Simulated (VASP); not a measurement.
```
CELL_PARAMETERS angstrom
      2.25501    -3.35734     0.00000
      2.25501     3.35734     0.00000
      0.00000     0.00000     8.77842
ATOMIC_POSITIONS crystal
  Br 0.86100 0.86100 0.88900
  Br 0.63900 0.63900 0.38900
  Br 0.36100 0.36100 0.61100
  Br 0.13900 0.13900 0.11100
```

All values below come from PBE GGA, VASP's PBE PAW potentials (set 64) (plane waves; VASP 6.6.1). Settings: 300 eV cut-off, 3×3×2 Γ-centred mesh, Fermi-Dirac smearing of 0.020 eV, potentials Br.

Q: Which forces act on the atoms, in eV/Å?

A: 
```
atom      Fx     Fy      Fz
----  ------  -----  ------
Br1   -0.219  0.000  -0.494
Br2    0.219  0.000  -0.494
Br3   -0.219  0.000   0.494
Br4    0.219  0.000   0.494
```

Q: Give the stress tensor in GPa (positive for a compressed cell).

A: 
```
0.77  0.00  0.00
0.00  1.51  0.00
0.00  0.00  1.46
```
The pressure is its mean diagonal, 1.25 GPa.

The structure is a typed Br crystal (Cmce). The cell was not relaxed at this level. The k-mesh is coarse (spacing up to 0.56 per Å, 2π included), so the numbers may not be converged in it.
